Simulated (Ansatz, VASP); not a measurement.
# CrSO (2H-CrOS bilayer, 2H (AA')): VASP beside Ansatz, part 2 of 2

Aim: how closely do two programs agree when they are given the same cell, functional and k mesh? Of the first pair: The structure shown is the start of the Ansatz relaxation below; VASP solves that cell, so the two are compared at the walk's first step.

VASP 6.6.1 and Ansatz 0.2.0.

So far. Step 4 (Side by side): The forces differ by 30 meV/Å r.m.s., which is 4.2 % of the r.m.s. force of 0.701 eV/Å (both taken over all components). With vacuum in the cell, a pressure given here is an average over mostly empty space and none of the material.

### Step 5. What the set-up changes

Further runs change the set-up of one program: Ansatz's method, potentials or start, or VASP's data sets, cutoff or form of LDA. The table gives that difference for each run.

| run | r.m.s. force difference (meV/Å) |
| --- | --- |
| as above | 30 |
| VASP with the data sets S, Cr_sv and O | 12 |

### Step 6. Ansatz: relaxation, PBE with D3(BJ)

This run makes the geometry at which the two programs are then compared.

The structure compared here is the end of the Ansatz relaxation.

input.yaml

```yaml
crystal:
  lattice:
    - [2.841782, 0.0, 0.0]
    - [-1.420891, 2.461055404, 0.0]
    - [0.0, 0.0, 26.269891131]
  atoms:
    - { symbol: S, position: [0.3333333333, 0.6666666667, 0.342597537] }
    - { symbol: Cr, position: [0.0, 0.0, 0.4050905988] }
    - { symbol: O, position: [0.3333333333, 0.6666666667, 0.4438520703] }
    - { symbol: S, position: [0.0, 0.0, 0.5561479297] }
    - { symbol: Cr, position: [0.3333333333, 0.6666666667, 0.6186409914] }
    - { symbol: O, position: [0.0, 0.0, 0.657402463] }
  periodic: [true, true, false]
kpoints:
  mp_grid: { grid: [12, 12, 1] }
hamiltonian:
  xc: pbe
  dispersion: d3bj
scf:
  occupations: { method: fermi_dirac, width: 0.05 }
  convergence: { dr2_threshold: 1.0e-09 }
relax:
  f_tol: 0.004
  max_steps: 90
  cell: {}
output:
  write_potential: true
  write_density: true
  volumetric_format: npy
```

The run is started by

```bash
> ansatz run input.yaml --threads 2 --pin off --max-ram 3072MiB --backend cpu --events-out ev --progress --plain --runs-dir out
```

Numbers of over 12 decimals in the logs are rounded to 6 here.

What it wrote:

```text
[...]
Crystal: 6 atoms, lattice volume = 282.128 Å³
[...]
SCF iter   8: F=-9697.502863 eV  HF=-9697.502863 eV  |F-HF|=4.74e-8  |Δ(HF+E_count)|=   5.52e-8  Δρ=4.10e-7  dr2=6.77e-10  ethr=1.92e-12  ⟨swp⟩=9.9  Hψ=4507  notcnv=0
SCF 8 converged in 8 iterations: F = -9697.502863 eV  dr2 = 6.77e-10
[...]
- [0, 0, 40.339782]
  atoms:
    - { symbol: S, position: [0.333333, 0.666667, 0.226243] }
    - { symbol: Cr, position: [4.625929271425592e-18, 2.312964634420328e-17, 0.264818] }
    - { symbol: O, position: [0.333333, 0.666667, 0.291430] }
    - { symbol: S, position: [4.625929271425607e-18, 2.3129646344203336e-17, 0.360934] }
    - { symbol: Cr, position: [0.333333, 0.666667, 0.399704] }
    - { symbol: O, position: [4.625929271425615e-18, 2.3129646344203336e-17, 0.425973] }
[key lines of the parts left out:]
SCF converged after 6 iterations
Free energy (F): -9697.502796 eV
Fermi energy:    -5.644113 eV
P = ½ c Tr σ = -0.0113 N/m
```

### Step 7. VASP: single point, PBE with D3(BJ), relaxed cell, pair 2

The same cell, functional, mesh and smearing now go to VASP, with its own data sets.

INCAR

```
SYSTEM = CrSO
PREC = Accurate
ENCUT = 520
EDIFF = 1E-06
NELM = 120
ISMEAR = -1
SIGMA = 0.05
LREAL = .FALSE.
ALGO = Normal
GGA = PE
IVDW = 12
NBANDS = 30
LASPH = .TRUE.
LORBIT = 11
LWAVE = .FALSE.
LCHARG = .FALSE.
ISIF = 2
LDIPOL = .TRUE.
IDIPOL = 3
DIPOL = 0.5 0.5 0.328
LVHAR = .TRUE.
GGA_COMPAT = .FALSE.
NELMDL = -8
KPAR = 2
```

POSCAR

```
CrSO
1.0
    2.8128241476      0.0000000000      0.0000000000
   -1.4064120738      2.4359771682      0.0000000000
    0.0000000000      0.0000000000     40.3397822670
S Cr O
2 2 2
Direct
    0.3333333333      0.6666666667      0.2262425509
    0.0000000000      0.0000000000      0.3609336336
    0.0000000000      0.0000000000      0.2648182951
    0.3333333333      0.6666666667      0.3997035148
    0.3333333333      0.6666666667      0.2914302075
    0.0000000000      0.0000000000      0.4259726515
```

KPOINTS

```
Automatic mesh
0
Gamma
12 12 1
0 0 0
```

Potentials, in the order of the species: S, Cr_pv and O (PBE family, release 64).

The run is started by

```bash
> mpirun -np 2 vasp_std
```

What it wrote:

```text
[... set-up lines as in an earlier step ...]
 entering main loop
       N       E                     dE             d eps       ncg     rms          rms(c)
DAV:   1     0.451159344918E+03    0.45116E+03   -0.24505E+04  1436   0.133E+03
DAV:   2     0.124520383057E+02   -0.43871E+03   -0.41620E+03  1356   0.350E+02
DAV:   3    -0.526262786482E+02   -0.65078E+02   -0.64060E+02  1410   0.129E+02
DAV:   4    -0.546596277789E+02   -0.20333E+01   -0.20251E+01  1408   0.242E+01
[...]
DAV:  32    -0.437147531554E+02   -0.43420E-05   -0.12250E-07   720   0.160E-03    0.737E-04
DAV:  33    -0.437147551481E+02   -0.19926E-05   -0.62607E-08   672   0.113E-03    0.757E-04
DAV:  34    -0.437147560589E+02   -0.91086E-06   -0.24882E-08   648   0.851E-04
   1 F= -.45160424E+02 E0= -.45155410E+02  d E =-.100268E-01
```

OUTCAR, selected parts (step 7):

```text
 Edisp (eV)   -1.44567

  Total       0.09500     0.09500     0.03117     0.00000     0.00000     0.00000
  in kB       0.55068     0.55068     0.18069     0.00000     0.00000     0.00000
  external pressure =        0.43 kB  Pullay stress =        0.00 kB

 POSITION                                       TOTAL-FORCE (eV/Angst)
 -----------------------------------------------------------------------------------
     -0.00000      1.62398      9.12658         0.000000     -0.000000      0.010794
      0.00000      0.00000     14.55998         0.000000      0.000000      0.005657
      0.00000      0.00000     10.68271        -0.000000     -0.000000     -0.086374
     -0.00000      1.62398     16.12395         0.000000      0.000000     -0.078970
     -0.00000      1.62398     11.75623        -0.000000      0.000000      0.079836
      0.00000      0.00000     17.18364         0.000000      0.000000      0.069057
 -----------------------------------------------------------------------------------
    total drift:                                0.000000     -0.000000     -0.003647

  FREE ENERGIE OF THE ION-ELECTRON SYSTEM (eV)
  ---------------------------------------------------
  free  energy   TOTEN  =       -45.1604236498 eV

  energy  without entropy=      -45.1503968963  energy(sigma->0) =      -45.15541027

[... 1 part as in an earlier step ...]

[... 2 further parts left out ...]
[key lines of the parts left out:]
E-fermi :  -2.1927
```

### Step 8. Differences

What differs besides the data sets and the points named for the pairs above, as far as they apply: the data sets hold 52 valence electrons in Ansatz (on its default PAW (the set named soft_2) files) and 48 in VASP. Total energies have different zeros and are not compared.

Forces (eV/Å; atoms numbered as in POSCAR):

| atom | Ansatz x, y, z | VASP x, y, z |
| --- | --- | --- |
| S1 | 0.000, 0.000, 0.000 | 0.000, 0.000, 0.011 |
| S2 | 0.000, 0.000, 0.000 | 0.000, 0.000, 0.006 |
| Cr3 | 0.000, 0.000, 0.000 | 0.000, 0.000, -0.086 |
| Cr4 | 0.000, 0.000, 0.000 | 0.000, 0.000, -0.079 |
| O5 | 0.000, 0.000, 0.000 | 0.000, 0.000, 0.080 |
| O6 | 0.000, 0.000, 0.000 | 0.000, 0.000, 0.069 |

The forces differ by 37 meV/Å r.m.s., where the r.m.s. force is 0.000 eV/Å in Ansatz and 0.037 eV/Å in VASP: the atoms lie near their places of rest in Ansatz, so a percentage would say little (all taken over all components). With vacuum in the cell, a pressure given here is an average over mostly empty space and none of the material.

### Step 9. Summary of results

```json
{"r.m.s. force difference (single point, PBE with D3(BJ), start cell, pair 1)": "4.2 % of the r.m.s. force", "r.m.s. force difference (single point, PBE with D3(BJ), relaxed cell, pair 2)": "37 meV/Å"}
```

What this shows: The r.m.s. force difference is 37 meV/Å (single point, PBE with D3(BJ), relaxed cell, pair 2), beyond the 12 meV/Å picked in this series as the mark of a large difference. The data sets hold unlike numbers of valence electrons (52 in Ansatz and 48 in VASP), so part of the differences comes from the potentials. Single point, PBE with D3(BJ), start cell, pair 1, VASP with the data sets S, Cr_sv and O: r.m.s. force difference goes from 30 to 12 meV/Å. What causes the difference of the single point, PBE with D3(BJ), relaxed cell, pair 2 pair stays open here. How closely two codes agree says nothing of how well the functional describes the real material.

[Lines on the potential files, build, host, timing and source positions are cut from VASP's logs without a mark.]

[Logs are printed without paths, hosts, clocks, repeated set-up lines and the standing remarks that a program may print on its own settings, such as how far it seeks lower states.]

[Hosts, paths, dates, database ids (printed as entryN), source tags and the programs' standing remarks are cut or masked in the printed files.]
